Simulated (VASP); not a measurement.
# NaLaMnMoO6 (Cm) in VASP: further runs, part 2 of 2

VASP 6.6.1. Earlier steps stand in the parts before.

## 3. Band structure, LDA, collinear spin, ferromagnetic start

This run uses another cell than the first one, of 10.76 Å³/atom, 0.924 times its volume.

INCAR

```
  PREC = Accurate
  ENCUT = 520
  EDIFF = 1E-6
  ISMEAR = -1
  SIGMA = 0.05
  LREAL = F
  LASPH = T
  NELM = 120
  ALGO = Normal
  ISIF = 2
  LWAVE = F
  LCHARG = F
  ISPIN = 2
  MAGMOM = 0 0 4 1 0 0 0 0 0 0
  LORBIT = 11
  LMAXMIX = 6
  KPAR = 4
```

KPOINTS

```
Automatic mesh
0
Gamma
  6 6 6
```

POSCAR

```
NaLaMnMoO6                              
1.0
    4.6121704266     -2.6702408914      0.0028759021
    4.6121704266      2.6702408914      0.0028759021
   -3.1029245491      0.0000000000      4.3648059663
  Na              La              Mn              Mo              O             
     1     1     1     1     6
Direct
     0.2496419429270093    0.2496419429270093    0.7438395245789404
     0.7512091206148015    0.7512091206148015    0.2545374228579002
     0.4992617650752594    0.4992617650752594    0.4992591280605783
     0.0008489209375549    0.0008489209375549    0.0010990131468387
     0.2800182232221468    0.7763396024658417    0.2841369384205021
     0.7763396024658417    0.2800182232221468    0.2841369384205021
     0.2536591576501648    0.2536591576501648    0.1958605324105270
     0.7463484377412893    0.7463484377412893    0.7987403445586845
     0.2269249529503490    0.7160378764155831    0.7201250787727638
     0.7160378764155831    0.2269249529503490    0.7201250787727638
```

KPOINTS_OPT

```
path XGY,LGZ,NGM,RG
20
line-mode
reciprocal
 0.0000000000  0.0000000000 -0.5000000000  X
 0.0000000000  0.0000000000  0.0000000000  G

 0.0000000000  0.0000000000  0.0000000000  G
 0.5000000000  0.0000000000  0.0000000000  Y

 0.5000000000  0.0000000000 -0.5000000000  L
 0.0000000000  0.0000000000  0.0000000000  G

 0.0000000000  0.0000000000  0.0000000000  G
-0.5000000000 -0.5000000000  0.5000000000  Z

-0.5000000000 -0.5000000000  0.0000000000  N
 0.0000000000  0.0000000000  0.0000000000  G

 0.0000000000  0.0000000000  0.0000000000  G
 0.0000000000 -0.5000000000  0.5000000000  M

 0.0000000000 -0.5000000000  0.0000000000  R
 0.0000000000  0.0000000000  0.0000000000  G
```

Potentials or basis: VASP PAW LDA potentials, release 64 (Na_pv, La, Mn_pv, Mo_sv, O).

On the command line:

```console
cat potpaw_LDA.64/Na_pv/POTCAR potpaw_LDA.64/La/POTCAR potpaw_LDA.64/Mn_pv/POTCAR potpaw_LDA.64/Mo_sv/POTCAR potpaw_LDA.64/O/POTCAR > POTCAR
mpirun -np 4 vasp_std > vasp.out
```

Run time: 8.5 min. Hardware: 4 MPI ranks of Intel Xeon Platinum 8559C (Emerald Rapids), shared host; peak memory 1 GiB.

The run converged. Its results:

```yaml
Free_energy: -87.3776 eV
Pressure: 0.4 GPa
Largest_force: 0.019 eV/Å
Band_gap_along_the_path: none (metal or under the smearing width)
Net_moment: -1.14 μB per cell
Site_moments: Na -0.00; La +0.02; Mn -1.60; Mo +0.48; O -0.01 μB
Valence_electrons_inside_the_program's_atomic_spheres: Na 6.03; La 8.57; Mn 11.96; Mo 12.54; O 5.04, 5.03
```

Forces in eV/Å, atoms in the order of the input:
```
Na  -0.005  0.000  0.013
La  -0.007  0.000  0.000
Mn  -0.002  0.000  0.007
Mo   0.014  0.000 -0.006
O    0.010  0.011 -0.011
O    0.010 -0.011 -0.011
O   -0.011  0.000 -0.005
O   -0.007  0.000  0.006
O   -0.001  0.015  0.004
O   -0.001 -0.015  0.004
```

Stress tensor (GPa, compression positive):
```
0.36 0.00 0.01
0.00 0.29 0.00
0.01 0.00 0.41
```

Levels at the corners of the path, in eV from the Fermi level:
Spin up:
| point | band 37 | band 38 | band 39 | band 40 | band 41 | band 42 | band 43 | band 44 | band 45 | band 46 |
| --- | --- | --- | --- | --- | --- | --- | --- | --- | --- | --- |
| X | -3.38 | -3.09 | -0.11 | -0.06 | 0.06 | 0.11 | 0.24 | 0.35 | 2.09 | 2.19 |
| Γ | -3.03 | -2.94 | -1.68 | -1.65 | -1.56 | 0.61 | 0.80 | 1.29 | 1.43 | 1.64 |
| Γ | -3.03 | -2.94 | -1.68 | -1.65 | -1.56 | 0.61 | 0.80 | 1.29 | 1.43 | 1.64 |
| Y | -3.46 | -3.23 | -0.04 | 0.04 | 0.10 | 0.14 | 0.24 | 0.32 | 2.12 | 2.16 |
| L | -3.57 | -2.91 | -1.60 | 0.31 | 0.37 | 0.47 | 0.81 | 0.94 | 1.46 | 1.88 |
| Γ | -3.03 | -2.94 | -1.68 | -1.65 | -1.56 | 0.61 | 0.80 | 1.29 | 1.43 | 1.64 |
| Γ | -3.03 | -2.94 | -1.68 | -1.65 | -1.56 | 0.61 | 0.80 | 1.29 | 1.43 | 1.64 |
| Z | -3.36 | -3.11 | -0.13 | -0.03 | 0.09 | 0.14 | 0.22 | 0.30 | 2.14 | 2.14 |
| N | -3.61 | -2.79 | -1.66 | 0.28 | 0.31 | 0.63 | 0.71 | 1.08 | 1.32 | 1.89 |
| Γ | -3.03 | -2.94 | -1.68 | -1.65 | -1.56 | 0.61 | 0.80 | 1.29 | 1.43 | 1.64 |
| Γ | -3.03 | -2.94 | -1.68 | -1.65 | -1.56 | 0.61 | 0.80 | 1.29 | 1.43 | 1.64 |
| M | -3.57 | -2.91 | -1.60 | 0.31 | 0.37 | 0.47 | 0.81 | 0.94 | 1.46 | 1.88 |
| R | -3.46 | -3.23 | -0.04 | 0.04 | 0.10 | 0.14 | 0.24 | 0.32 | 2.12 | 2.16 |
| Γ | -3.03 | -2.94 | -1.68 | -1.65 | -1.56 | 0.61 | 0.80 | 1.29 | 1.43 | 1.64 |
Spin down:
```csv
point,band 39,band 40,band 41,band 42,band 43,band 44
X,-1.37,-1.25,-1.17,0.26,0.30,0.56
Γ,-2.45,-2.34,-2.22,-0.15,0.08,0.85
Γ,-2.45,-2.34,-2.22,-0.15,0.08,0.85
Y,-1.32,-1.22,-1.16,0.32,0.41,0.52
L,-2.39,-0.93,-0.86,-0.15,0.76,0.97
Γ,-2.45,-2.34,-2.22,-0.15,0.08,0.85
Γ,-2.45,-2.34,-2.22,-0.15,0.08,0.85
Z,-1.36,-1.28,-1.15,0.25,0.38,0.46
N,-2.42,-0.96,-0.90,0.10,0.65,0.76
Γ,-2.45,-2.34,-2.22,-0.15,0.08,0.85
Γ,-2.45,-2.34,-2.22,-0.15,0.08,0.85
M,-2.39,-0.93,-0.86,-0.15,0.76,0.97
R,-1.32,-1.22,-1.16,0.32,0.41,0.52
Γ,-2.45,-2.34,-2.22,-0.15,0.08,0.85
```

Caveat: spin-orbit coupling is left out, which moves the levels of the heavy elements; a cell with one magnetic atom can't hold antiferromagnetic order, which such compounds often take; semilocal functionals often make such compounds metallic where correlation or magnetic order opens a gap, which also shifts bond lengths.

## 4. Band structure, PBEsol, collinear spin, ferromagnetic start

This run uses another cell than the first one, of 11.10 Å³/atom, 0.953 times its volume.

INCAR, as its differences from that of step 3:

```diff
@@ -16,2 +16,3 @@
   LMAXMIX = 6
+  GGA = PS
   KPAR = 4
```

KPOINTS is that of step 3.

POSCAR

```
NaLaMnMoO6                              
1.0
    4.6609657903     -2.6978475794      0.0054355131
    4.6609657903      2.6978475794      0.0054355131
   -3.1333681116      0.0000000000      4.4112562701
  Na              La              Mn              Mo              O             
     1     1     1     1     6
Direct
     0.2498401477001687    0.2498401477001687    0.7444682718634952
     0.7515329583571586    0.7515329583571586    0.2562043530016963
     0.4991990821564289    0.4991990821564289    0.4992200032830912
     0.0009905765439985    0.0009905765439985    0.0010415138059277
     0.2836909727108540    0.7790083315194319    0.2853256581530682
     0.7790083315194319    0.2836909727108540    0.2853256581530682
     0.2525944673483303    0.2525944673483303    0.1902763443923507
     0.7470535469069686    0.7470535469069686    0.8068291002705443
     0.2221384303136830    0.7142414864429771    0.7165845485383795
     0.7142414864429771    0.2221384303136830    0.7165845485383795
```

KPOINTS_OPT is that of step 3.

Potentials or basis: VASP PAW PBE potentials, release 64 (Na_pv, La, Mn_pv, Mo_sv, O).

On the command line:

```console
cat potpaw_PBE.64/Na_pv/POTCAR potpaw_PBE.64/La/POTCAR potpaw_PBE.64/Mn_pv/POTCAR potpaw_PBE.64/Mo_sv/POTCAR potpaw_PBE.64/O/POTCAR > POTCAR
mpirun -np 4 vasp_std > vasp.out
```

Run time: 9.2 min. Hardware: 4 MPI ranks of Intel Xeon Platinum 8559C (Emerald Rapids), shared host; peak memory 1.1 GiB.

Results (log left out):

```yaml
Free_energy: -82.8738 eV
Pressure: 0.3 GPa
Largest_force: 0.013 eV/Å
Band_gap_along_the_path: none (metal or under the smearing width)
Net_moment: -1.52 μB per cell
Site_moments: Na -0.00; La +0.02; Mn -2.08; Mo +0.59; O -0.01 μB
Valence_electrons_inside_the_program's_atomic_spheres: Na 6.03; La 8.53; Mn 11.82; Mo 12.47; O 5.03, 5.02
```

Forces in eV/Å, atoms in the order of the input:
```
Na  -0.001  0.000  0.004
La  -0.010  0.000  0.001
Mn   0.003  0.000 -0.007
Mo  -0.011  0.000 -0.001
O   -0.003  0.005 -0.004
O   -0.003 -0.005 -0.004
O   -0.006  0.000  0.012
O    0.007  0.000  0.006
O    0.012  0.000 -0.002
O    0.012  0.000 -0.002
```

Stress tensor (GPa, compression positive):
```
0.31 0.00 0.03
0.00 0.17 0.00
0.03 0.00 0.31
```

Levels at the corners of the path, in eV from the Fermi level:
Spin up:
```tsv
point	band 38	band 39	band 40	band 41	band 42	band 43	band 44	band 45
X	-2.92	0.00	0.02	0.26	0.31	0.43	0.43	2.28
Γ	-2.81	-1.42	-1.42	-1.30	0.71	0.86	1.37	1.50
Γ	-2.81	-1.42	-1.42	-1.30	0.71	0.86	1.37	1.50
Y	-3.07	0.08	0.17	0.27	0.31	0.41	0.44	2.30
L	-2.78	-1.36	0.42	0.53	0.58	0.85	1.01	1.52
Γ	-2.81	-1.42	-1.42	-1.30	0.71	0.86	1.37	1.50
Γ	-2.81	-1.42	-1.42	-1.30	0.71	0.86	1.37	1.50
Z	-2.93	-0.02	0.14	0.17	0.28	0.43	0.45	2.33
N	-2.65	-1.43	0.37	0.44	0.74	0.79	1.19	1.35
Γ	-2.81	-1.42	-1.42	-1.30	0.71	0.86	1.37	1.50
Γ	-2.81	-1.42	-1.42	-1.30	0.71	0.86	1.37	1.50
M	-2.78	-1.36	0.42	0.53	0.58	0.85	1.01	1.52
R	-3.07	0.08	0.17	0.27	0.31	0.41	0.44	2.30
Γ	-2.81	-1.42	-1.42	-1.30	0.71	0.86	1.37	1.50
```
Spin down:
```csv
point,band 39,band 40,band 41,band 42,band 43,band 44,band 45,band 46
X,-1.74,-1.62,-1.51,0.45,0.50,0.74,1.30,1.44
Γ,-2.61,-2.46,-2.30,-0.41,-0.16,0.85,1.00,1.16
Γ,-2.61,-2.46,-2.30,-0.41,-0.16,0.85,1.00,1.16
Y,-1.69,-1.57,-1.50,0.51,0.60,0.70,1.32,1.36
L,-2.58,-1.30,-1.23,-0.37,0.61,0.90,1.17,1.27
Γ,-2.61,-2.46,-2.30,-0.41,-0.16,0.85,1.00,1.16
Γ,-2.61,-2.46,-2.30,-0.41,-0.16,0.85,1.00,1.16
Z,-1.73,-1.63,-1.49,0.43,0.59,0.65,1.34,1.39
N,-2.63,-1.35,-1.26,-0.13,0.58,0.73,1.11,1.33
Γ,-2.61,-2.46,-2.30,-0.41,-0.16,0.85,1.00,1.16
Γ,-2.61,-2.46,-2.30,-0.41,-0.16,0.85,1.00,1.16
M,-2.58,-1.30,-1.23,-0.37,0.61,0.90,1.17,1.27
R,-1.69,-1.57,-1.50,0.51,0.60,0.70,1.32,1.36
Γ,-2.61,-2.46,-2.30,-0.41,-0.16,0.85,1.00,1.16
```

Caveat: the PAW data sets were made with another functional, which shifts forces and pressure a little; spin-orbit coupling is left out, which moves the levels of the heavy elements; a cell with one magnetic atom can't hold antiferromagnetic order, which such compounds often take; semilocal functionals often make such compounds metallic where correlation or magnetic order opens a gap, which also shifts bond lengths.

## 5. Overview

| level | potentials or basis | cell | pressure (GPa) | moment (μB) | largest force (eV/Å) |
| --- | --- | --- | --- | --- | --- |
| PBE | VASP PAW PBE potentials, release 64 (Na_pv, La, Mn_pv, Mo_sv, O) | Cm, 11.65 Å³/atom | 0.2 | 2.26 | 0.01 |
| LDA | VASP PAW LDA potentials, release 64 (Na_pv, La, Mn_pv, Mo_sv, O) | Cm, 10.76 Å³/atom | 0.4 | 1.14 | 0.02 |
| PBEsol | VASP PAW PBE potentials, release 64 (Na_pv, La, Mn_pv, Mo_sv, O) | Cm, 11.1 Å³/atom | 0.3 | 1.52 | 0.01 |

Alike in all rows: task band structure; spin collinear, ferromagnetic start; k mesh 6 × 6 × 6; cutoff (eV) 520; smearing fermi-dirac 0.05 eV.

Caveats: spin-orbit coupling is left out, which moves the levels of the heavy elements; a cell with one magnetic atom can't hold antiferromagnetic order, which such compounds often take; semilocal functionals often make such compounds metallic where correlation or magnetic order opens a gap, which also shifts bond lengths; the PAW data sets were made with another functional, which shifts forces and pressure a little (some runs).

Total energies depend on the potentials used, so only differences within one code and one set of settings carry meaning.
